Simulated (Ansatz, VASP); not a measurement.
**Ca3SiS in two plane-wave programs**

One calculation is typed for both programs; each brings its own data sets. How far apart do they land? The cell is generated by rule, not measured, and may not be a known phase. Of the first pair: The cell is taken from a series of runs on this material, whose earlier steps may have relaxed, scaled, displaced or heated it; both programs get it as it stands.

Main program and level: Ansatz 0.2.0; plane waves, with VASP 6.6.1 beside it; relaxation of cell and atoms at LDA.

## (1) The structure

Symmetry: Pm-3m, No. 221, cubic system. The conventional cell has a = 5.113 Å, b = 5.113 Å, c = 5.113 Å, α = 90.00°, β = 90.00°, γ = 90.00°. Si has 12 Ca at 3.62 Å nearest. S has 6 Ca at 2.56 Å nearest. Ca has 2 S at 2.56 Å and 4 Si at 3.62 Å and 8 Ca at 3.62 Å nearest. Farther neighbours and most contacts between anions are not listed.

## (2) VASP: relaxation of cell and atoms, LDA, pair 1

The relaxed volume is the usual yardstick between codes: in a stiff, nearly cubic crystal its relative difference is about their pressure difference at one cell divided by the bulk modulus.

Lines of VASP's logs that name or quote its potential files are left out, and so is its time.

Input file INCAR:

```
SYSTEM = Ca3SiS
PREC = Accurate
ENCUT = 500
EDIFF = 1E-07
NELM = 120
ISMEAR = 0
SIGMA = 0.01
LREAL = .FALSE.
ALGO = Normal
GGA = CA
NBANDS = 26
LORBIT = 11
LWAVE = .FALSE.
LCHARG = .FALSE.
ISIF = 3
IBRION = 2
NSW = 80
EDIFFG = -0.005
LASPH = .TRUE.
GGA_COMPAT = .FALSE.
NELMIN = 4
KPAR = 2
```

Input file POSCAR:

```
Ca3SiS
1.0
    5.1131250000      0.0000000000      0.0000000000
    0.0000000000      5.1131250000      0.0000000000
    0.0000000000      0.0000000000      5.1131250000
Si S Ca
1 1 3
Direct
    0.0000000000      0.0000000000      0.0000000000
    0.4999999022      0.4999999022      0.4999999022
    0.4999999022      0.4999999022      0.0000000000
    0.4999999022      0.0000000000      0.4999999022
    0.0000000000      0.4999999022      0.4999999022
```

Input file KPOINTS:

```
Automatic mesh
0
Gamma
6 6 6
0 0 0
```

The projector-augmented-wave data sets are Si, S and Ca_sv (LDA family, release 64).

The run is started by

```bash
mpirun -np 2 vasp_std
```

Numbers of over 12 decimals in the logs are rounded to 6 here.

The program printed:

```text
[banner, memory and clock lines left out]
running    2 mpi-ranks, on    1 nodes
 distrk:  each k-point on    1 cores,    2 groups
 distr:  one band on    1 cores,    1 groups

 POSCAR found type information on POSCAR SiS Ca
 POSCAR found :  3 types and       5 ions
 LDA part: xc-table for (Slater(with rela. corr.)+CA(PZ))
 , standard interpolation
 POSCAR, INCAR and KPOINTS ok, starting setup
 FFT: planning ... GRIDC
 FFT: planning ... GRID_SOFT
 FFT: planning ... GRID
 WAVECAR not read
 entering main loop
       N       E                     dE             d eps       ncg     rms          rms(c)
DAV:   1     0.360791493672E+03    0.36079E+03   -0.19087E+04  1040   0.137E+03
DAV:   2     0.945027914564E+00   -0.35985E+03   -0.35601E+03  1214   0.396E+02
DAV:   3    -0.207522447082E+02   -0.21697E+02   -0.21620E+02  1638   0.806E+01
DAV:   4    -0.223848766166E+02   -0.16326E+01   -0.16293E+01  1760   0.192E+01
DAV:   5    -0.224381815889E+02   -0.53305E-01   -0.53276E-01  1572   0.314E+00    0.832E+00
DAV:   6    -0.218378984426E+02    0.60028E+00   -0.13189E+00  1220   0.445E+00    0.557E+00
DAV:   7    -0.217400201328E+02    0.97878E-01   -0.59646E-01  1336   0.358E+00    0.214E+00
DAV:   8    -0.217361256458E+02    0.38945E-02   -0.16133E-01  1318   0.165E+00    0.666E-01
DAV:   9    -0.217342913298E+02    0.18343E-02   -0.18572E-02  1350   0.515E-01    0.195E-01
DAV:  10    -0.217346293004E+02   -0.33797E-03   -0.24954E-03  1782   0.199E-01    0.598E-02
DAV:  11    -0.217346340779E+02   -0.47776E-05   -0.19359E-04  1394   0.938E-02    0.165E-02
DAV:  12    -0.217346355282E+02   -0.14503E-05   -0.33841E-05  1382   0.246E-02    0.147E-02
DAV:  13    -0.217346344551E+02    0.10731E-05   -0.61326E-06  1242   0.111E-02    0.314E-03
DAV:  14    -0.217346344517E+02    0.34474E-08   -0.33004E-07  1252   0.301E-03
   1 F= -.21734634E+02 E0= -.21734634E+02  d E =-.217346E+02
 curvature:   0.00 expect dE= 0.000E+00 dE for cont linesearch  0.000E+00
 trial: gam= 0.00000 g(F)=  0.000E+00 g(S)=  0.282E-04 ort = 0.000E+00 (trialstep = 0.100E+01)
 search vector abs. value=  0.282E-04
 bond charge predicted
       N       E                     dE             d eps       ncg     rms          rms(c)
DAV:   1    -0.217348172630E+02   -0.18281E-03   -0.54621E-03  1152   0.632E-01    0.799E-02
DAV:   2    -0.217346933952E+02    0.12387E-03   -0.51745E-04  1574   0.166E-01    0.471E-02
DAV:   3    -0.217346404298E+02    0.52965E-04   -0.29345E-04  1572   0.121E-01    0.188E-02
DAV:   4    -0.217346412039E+02   -0.77401E-06   -0.45318E-05  1446   0.409E-02    0.528E-03
DAV:   5    -0.217346427347E+02   -0.15308E-05   -0.28022E-06  1756   0.769E-03    0.553E-03
DAV:   6    -0.217346432504E+02   -0.51574E-06   -0.47271E-07  1296   0.450E-03    0.234E-03
DAV:   7    -0.217346433733E+02   -0.12288E-06   -0.21094E-07  1136   0.230E-03    0.397E-04
DAV:   8    -0.217346433786E+02   -0.53296E-08   -0.54920E-08   592   0.129E-03
   2 F= -.21734643E+02 E0= -.21734643E+02  d E =-.892695E-05
 trial-energy change:   -0.000009  1 .order   -0.000011   -0.000028    0.000007
 step:   0.7491(harm=  0.8094)  dis= 0.00000  next Energy=   -21.734644 (dE=-0.979E-05)
 reached required accuracy - stopping structural energy minimisation
```

OUTCAR, selected parts (step 2):

```text
ion  position               nearest neighbor table
   1  0.000  0.000  0.000-
   2  0.500  0.500  0.500-   3 2.56   4 2.56   5 2.56   5 2.56   4 2.56   3 2.56
   3  0.500  0.500  0.000-   2 2.56   2 2.56
   4  0.500  0.000  0.500-   2 2.56   2 2.56
   5  0.000  0.500  0.500-   2 2.56   2 2.56

  LATTYP: Found a simple cubic cell.
 ALAT       =     5.1131250000

 Subroutine GETGRP returns: Found 48 space group operations
 (whereof 48 operations were pure point group operations)

The static configuration has the point symmetry O_h .

 Found     20 irreducible k-points:

   k-points           NKPTS =     20   k-points in BZ     NKDIM =     20   number of bands    NBANDS=     26

   dimension x,y,z NGX =    40 NGY =   40 NGZ =   40
   dimension x,y,z NGXF=    80 NGYF=   80 NGZF=   80

   ENCUT  =  500.0 eV  36.75 Ry    6.06 a.u.   9.32  9.32  9.32*2*pi/ulx,y,z

   NELECT =      40.0000    total number of electrons

 k-points in reciprocal lattice and weights: Automatic mesh
   0.00000000  0.00000000  0.00000000       0.005
   0.16666667  0.00000000  0.00000000       0.028
   0.33333333  0.00000000  0.00000000       0.028
   0.50000000  0.00000000  0.00000000       0.014
   0.16666667  0.16666667  0.00000000       0.056
   0.33333333  0.16666667  0.00000000       0.111
   0.50000000  0.16666667  0.00000000       0.056
   0.33333333  0.33333333  0.00000000       0.056
   0.50000000  0.33333333  0.00000000       0.056
[...]
0.50000000  0.50000000  0.33333333       0.028
   0.50000000  0.50000000  0.50000000       0.005

 average (electrostatic) potential at core
       1 -86.7550       2 -89.2112       3 -46.1094       4 -46.1094       5 -46.1094

 E-fermi :   3.9306

 k-point     1 :       0.0000    0.0000    0.0000
  band No.  band energies     occupation
    ...
     16      -0.2904      2.00000
     17      -0.2904      2.00000
     18       3.9000      1.99998
     19       3.9000      1.99998
     20       3.9000      1.99998
     21       4.0047      0.00000
     22       4.0047      0.00000
     23       4.0047      0.00000
     24       4.0181      0.00000
     25       4.0181      0.00000
    ...

 k-point     2 :       0.1667    0.0000    0.0000
  band No.  band energies     occupation
    ...
     16      -0.3316      2.00000
     17      -0.3316      2.00000
     18       2.8008      2.00000
     19       3.4476      2.00000
     20       3.4476      2.00000
     21       3.9623      0.00001
     22       4.1956      0.00000
     23       4.4793      0.00000
     24       4.6750      0.00000
     25       4.6750      0.00000
    ...

 k-point     3 :       0.3333    0.0000    0.0000
  band No.  band energies     occupation
    ...
     16      -0.4104      2.00000
     17      -0.4104      2.00000
     18       1.7905      2.00000
     19       3.1579      2.00000
     20       3.1579      2.00000
     21       4.1039      0.00000
     22       4.6572      0.00000
     23       5.0204      0.00000
     24       5.5282      0.00000
     25       5.5282      0.00000
    ...

  Total        0.0073558      0.0073558      0.0073558      0.0000000      0.0000000     -0.0000000
  in kB        0.0882411      0.0882411      0.0882411      0.0000000      0.0000000     -0.0000000
  external PRESSURE =       0.0882411 kB  Pullay stress =       0.0000000 kB

  energy-cutoff  :      500.00
  volume of cell :      133.56
      direct lattice vectors                 reciprocal lattice vectors
     5.111584307  0.000000000 -0.000000000     0.195634062  0.000000000 -0.000000000
    -0.000000000  5.111584307  0.000000000    -0.000000000  0.195634062  0.000000000
     0.000000000 -0.000000000  5.111584307     0.000000000 -0.000000000  0.195634062

 POSITION                                       TOTAL-FORCE (eV/Angst)
 -----------------------------------------------------------------------------------
      0.00000      0.00000      0.00000         0.000000      0.000000      0.000000
      2.55579      2.55579      2.55579        -0.000000     -0.000000      0.000000
      2.55579      2.55579      0.00000        -0.000000      0.000000      0.000000
      2.55579      0.00000      2.55579         0.000000     -0.000000      0.000000
     -0.00000      2.55579      2.55579        -0.000000     -0.000000      0.000000
 -----------------------------------------------------------------------------------
    total drift:                                0.001225      0.001225      0.001225

  FREE ENERGIE OF THE ION-ELECTRON SYSTEM (eV)
  ---------------------------------------------------
  free  energy   TOTEN  =       -21.7346433786 eV

  energy  without entropy=      -21.7346433648  energy(sigma->0) =      -21.73464337

 reached required accuracy - stopping structural energy minimisation

 total charge
# of ion       s       p       d       tot
------------------------------------------
    1        0.793   0.745   0.000   1.537
    2        1.328   2.580   0.000   3.908
    3        2.046   5.850   0.302   8.198
    4        2.046   5.850   0.302   8.198
    5        2.046   5.850   0.302   8.198
--------------------------------------------------
tot          8.259  20.874   0.906  30.039

[... 3 further parts left out ...]
```

CONTCAR:

```
Ca3SiS
   1.00000000000000
     5.1115843069790561    0.0000000000000000   -0.0000000000000000
    -0.0000000000000000    5.1115843069790561    0.0000000000000000
     0.0000000000000000   -0.0000000000000000    5.1115843069790561
  Si              S               Ca
     1     1     3
Direct
     0.0000000000000000    0.0000000000000000    0.0000000000000000
     0.4999999022000026    0.4999999022000026    0.4999999022000026
     0.4999999022000026    0.4999999022000026    0.0000000000000000
     0.4999999022000026    0.0000000000000000    0.4999999022000026
     0.0000000000000000    0.4999999022000026    0.4999999022000026
```

## (3) Ansatz: relaxation of cell and atoms, LDA, pair 1

Ansatz runs on norm-conserving files, of PseudoDojo where its log says so.

The same cell, functional (in two slightly different forms), mesh and smearing now go to Ansatz.

Input file input.yaml:

```yaml
crystal:
  lattice:
    - [5.1131247048, 0.0, 0.0]
    - [0.0, 5.1131247048, 0.0]
    - [0.0, 0.0, 5.1131247048]
  atoms:
    - { symbol: Si, position: [0.0, 0.0, 0.0] }
    - { symbol: S, position: [0.5, 0.5, 0.5] }
    - { symbol: Ca, position: [0.5, 0.5, 0.0] }
    - { symbol: Ca, position: [0.5, 0.0, 0.5] }
    - { symbol: Ca, position: [0.0, 0.5, 0.5] }
kpoints:
  mp_grid: { grid: [6, 6, 6] }
hamiltonian:
  xc: lda
  pseudopotentials: { kind: nc, accuracy: standard }
scf:
  occupations: { method: gaussian, width: 0.01 }
output:
  forces: true
  stress: true
  eigenvalues: true
  write_density: true
  write_potential: true
  elf: true
  volumetric_format: npy
basis:
  ecutwfc: 816.342
relax:
  adjacent_minimum: "off"
  f_tol: 0.003
  max_steps: 80
  cell: { stress_tol: 0.03 }
```

The run is started by

```bash
ansatz run input.yaml --threads 4 --pin off --max-ram 8192MiB --backend cpu --events-out ev --progress --plain --runs-dir out
```

The program printed:

```text
Warning: basis.ecutwfc = 816.342 eV is below the records' recommended 979.609905 eV, and the density's cutoff is lower with it unless basis.ecutrho_ratio is high enough to keep the records' density cutoff: compare with a run at a higher cutoff
Engine: ansatz 0.2.0, aarch64-unknown-linux-gnu
Pseudopotentials: kind: nc
Pseudopotential: Si, nc, valence charge 4, recommended cutoff 435.38218 eV (normal), Si.nc.azcp (PseudoDojo's, or run here from an input of PseudoDojo's; its table is named by hamiltonian.pseudopotentials.accuracy)
Pseudopotential: S, nc, valence charge 6, recommended cutoff 734.707429 eV (normal), S.nc.azcp (PseudoDojo's, or run here from an input of PseudoDojo's; its table is named by hamiltonian.pseudopotentials.accuracy)
Pseudopotential: Ca, nc, valence charge 10, recommended cutoff 979.609905 eV (normal), Ca.nc.azcp (PseudoDojo's, or run here from an input of PseudoDojo's; its table is named by hamiltonian.pseudopotentials.accuracy)
Functional definition: SPW92
  exchange = slater_x
  correlation = pw_c
Crystal: 5 atoms, lattice volume = 133.678 Å³
Basis set: ecut = 816.342 eV, 7075 PW (Γ)
Bands: 25, of which v1, the nominal top of the filled ones, is band 20 counted from 1 (19 counted from 0)
Symmetry: 48 space group operations
Space group: Pm-3m (ITA 221), of the structure as read, at distance tolerance 5.1e-5 Å
k-points: 20 of 216
Non-local potential: Si, projectors of the file, l = 0: 2, l = 1: 2, l = 2: 2
Non-local potential: S, projectors of the file, l = 0: 2, l = 1: 2, l = 2: 2
Non-local potential: Ca, projectors of the file, l = 0: 2, l = 1: 2, l = 2: 2
Initial density: superposition of atomic densities (chi_scale 0.1, normalization cell, long waves kept (reshape's long-wave potential 0.00 eV rms))
Initial wavefunctions: pseudopotential atomic-orbital guess
Functional: x = slater, c = lda
SCF iter   1: F=—  HF=-3578.922180 eV  |F-HF|=—  |Δ(HF+E_count)|=         —  Δρ=2.79e-2  dr2=1.19e0  ethr=3.10e-3  ⟨swp⟩=17.7  Hψ=4465  notcnv=0
preconditioner: auto → Resta (q_TF=auto, 2.231 Å⁻¹)  ε∞=7.7  [insulator: Δε(μ)=0.057 eV  Ē_g=4.652 eV  σ=0.010 eV  W_gap=1.00  n_scr=26 (ndim 8)  ℏωp=12.0 eV  f_vac=0.000  D(μ)=0.00/eV (n_scr^D=0)  ε∞_Penn≈7.7]
SCF iter   2: F=—  HF=-3578.594259 eV  |F-HF|=—  |Δ(HF+E_count)|=   3.28e-1  Δρ=1.39e-2  dr2=2.89e-1  ethr=2.98e-3  ⟨swp⟩=4.0  Hψ=1129  notcnv=0  defer=18
SCF iter   3: F=—  HF=-3578.525740 eV  |F-HF|=—  |Δ(HF+E_count)|=   6.85e-2  Δρ=3.43e-3  dr2=2.10e-2  ethr=7.24e-4  ⟨swp⟩=4.8  Hψ=1106  notcnv=0  defer=18
SCF iter   4: F=—  HF=-3578.526015 eV  |F-HF|=—  |Δ(HF+E_count)|=   2.75e-4  Δρ=6.25e-4  dr2=1.12e-3  ethr=5.25e-5  ⟨swp⟩=2.5  Hψ=705  notcnv=0  defer=18
SCF iter   5: F=—  HF=-3578.525852 eV  |F-HF|=—  |Δ(HF+E_count)|=   1.63e-4  Δρ=1.96e-4  dr2=4.48e-5  ethr=2.81e-6  ⟨swp⟩=2.3  Hψ=691  notcnv=0  defer=18
SCF iter   6: F=—  HF=-3578.526070 eV  |F-HF|=—  |Δ(HF+E_count)|=   2.18e-4  Δρ=3.45e-5  dr2=4.70e-6  ethr=1.12e-7  ⟨swp⟩=2.5  Hψ=704  notcnv=0  defer=18
SCF iter   7: F=—  HF=-3578.526069 eV  |F-HF|=—  |Δ(HF+E_count)|=   8.20e-7  Δρ=8.96e-6  dr2=2.22e-7  ethr=1.17e-8  ⟨swp⟩=2.6  Hψ=677  notcnv=0  defer=18
SCF iter   8: F=-3578.526069 eV  HF=-3578.526069 eV  |F-HF|=1.99e-9  |Δ(HF+E_count)|=   2.62e-8  Δρ=2.61e-6  dr2=8.54e-9  ethr=2.50e-10  ⟨swp⟩=25.5  Hψ=5007  notcnv=0
SCF 1 converged in 8 iterations: F = -3578.526069 eV  dr2 = 8.54e-9
relax step   1: F+E_penalty+E_count = -3578.52606918 eV  Δ(F+E_penalty+E_count) = +0.000e0 eV  max|allowed force component| = 4.213e-29 eV/Å  Δτ_max = 0.0000 Å  P = -0.270 GPa  Ω = 133.678 Å³  (8 SCF iters, dr2 threshold 1.00e-7 eV, accepted)
[...]
relax step   2: F+E_penalty+E_count = -3578.52733621 eV  Δ(F+E_penalty+E_count) = -1.267e-3 eV  max|allowed force component| = 3.888e-29 eV/Å  Δτ_max = 0.0000 Å  P = +0.005 GPa  Ω = 132.926 Å³  energy of the carried Pulay correction = +6.430e-4 eV  (4 SCF iters, dr2 threshold 1.83e-7 eV, accepted)
[...]
relax step   3: F+E_penalty+E_count = -3578.52665285 eV  Δ(F+E_penalty+E_count) = +6.834e-4 eV  max|allowed force component| = 1.697e-29 eV/Å  Δτ_max = 0.0000 Å  P = -0.002 GPa  Ω = 132.926 Å³  stress off target by 1.69e-3 GPa  SCF on the basis re-selected at this cell (its energy is not comparable with the rows above)  (8 SCF iters)
basis re-selected at this cell: Δ(F+E_penalty+E_count) = +6.834e-4 eV, ΔP = -0.007 GPa vs the last step (what re-selecting the basis moved, of the pressure what is left beyond the Pulay correction that the steps carried, after the strain that the cell walked since its last selection, with what the two solves' SCF thresholds leave and, on support functions, any second-order correction that the steps lacked; it is no m [...]
SCF converged after 8 iterations
Free energy (F): -3578.526653 eV
Harris-Foulkes:  -3578.526653 eV  (|F-HF|=6.37e-12)
Internal energy: -3578.526653 eV  (E = F + TS)
E sigma→0 (E₀):  -3578.526653 eV
Entropy (-TS):   -0.000000 eV (-0.000 meV/atom)
Fermi energy:    7.038826 eV
--- Per-component energies (eV) ---
  E_band       = -450.638623
  E_kinetic    = 1236.800075
  E_local      = -3100.589019  (includes V_loc(G=0)·N_el)
  E_nonlocal   = 314.517359
  E_hartree    = 896.538552
  E_xc         = -723.497830
  E_vxc        = -694.444210  (∫ρ·V_xc dr)
  E_ewald      = -2202.295789
  E_smearing   = -0.000000  (= −TS)
  E_closure    = 0.000000  (closes the sum)
  Σ components = -3578.526653   (vs F -3578.526653, Δ=0.00e0)
--- Forces (eV/Å), atoms counted from 1 ---
  atom   1  Si    -0.00000000     0.00000000    -0.00000000
  atom   2  S      0.00000000     0.00000000     0.00000000
  atom   3  Ca    -0.00000000    -0.00000000     0.00000000
  atom   4  Ca     0.00000000    -0.00000000     0.00000000
  atom   5  Ca     0.00000000     0.00000000    -0.00000000
  max |Σ_I F_I| component: 1.32e-29 eV/Å
--- Stress (GPa, compression-positive) ---
       -0.001687      -0.000000      -0.000000
       -0.000000      -0.001687       0.000000
       -0.000000       0.000000      -0.001687
  P = ⅓ Tr σ = -0.0017 GPa (-0.017 kbar)
--- Band table (eV; the first three rows and the last of 20) ---
  k-point 0: bands = [... 16 lower, 2.8096, 7.0083, 7.0083, 7.0083, 7.1159, 7.1159, 7.1159, 7.1290, ... 1 higher]
  k-point 1: bands = [... 16 lower, 2.7686, 5.9098, 6.5567, 6.5567, 7.0704, 7.3067, 7.5944, 7.7851, ... 1 higher]
  k-point 2: bands = [... 16 lower, 2.6901, 4.8963, 6.2664, 6.2664, 7.2117, 7.7688, 8.1375, 8.6380, ... 1 higher]
  k-point 19: bands = [... 16 lower, 1.1665, 5.6119, 5.6119, 5.6119, 8.1701, 8.1701, 8.1701, 9.3163, ... 1 higher]
--- Relaxed structure (2 steps of the walk, 2 accepted, 1 SCFs on fresh bases) ---
  F+E_penalty+E_count = -3578.52665285 eV   max|allowed force component| = 1.697e-29 eV/Å   (the final SCF, on the basis selected at the relaxed cell)
  cell:  # Å, volume = 132.9260 Å³
    - [5.103522, 0, 0]
    - [0, 5.103522, 0]
    - [0, 0, 5.103522]
  atoms:
    - { symbol: Si, position: [0, 0, 0] }
    - { symbol: S, position: [0.5, 0.5, 0.5] }
    - { symbol: Ca, position: [0.5, 0.5, 0] }
    - { symbol: Ca, position: [0.5, 0, 0.5] }
    - { symbol: Ca, position: [0, 0.5, 0.5] }
```

## (4) Differences

Known differences besides the potentials themselves: the two LDA forms differ slightly; the cutoff is 816.342 eV in Ansatz and 500 eV in VASP; VASP's log shows a relativistic correction to its local exchange, Ansatz's none; Ansatz adds a Pulay correction to the stress that steers its cell, VASP none; Ansatz's log warns that its cutoff lies below the recommended one. Total energies have different zeros and are not compared.

The two programs side by side:

```csv
quantity,Ansatz,VASP,difference
volume (Å³),132.93,133.56,-0.47 %
"edge a after relaxation, in the typed setting (Å)",5.104,5.112,-0.16 %
```

[end of part 1 of 2]

[Lines on the potential files, build, host, timing and source positions are cut from VASP's logs without a mark.]

[Logs are printed without paths, hosts, clocks, repeated set-up lines and the standing remarks that a program may print on its own settings, such as how far it seeks lower states.]

[Hosts, paths, dates, database ids (printed as entryN), source tags and the programs' standing remarks are cut or masked in the printed files.]
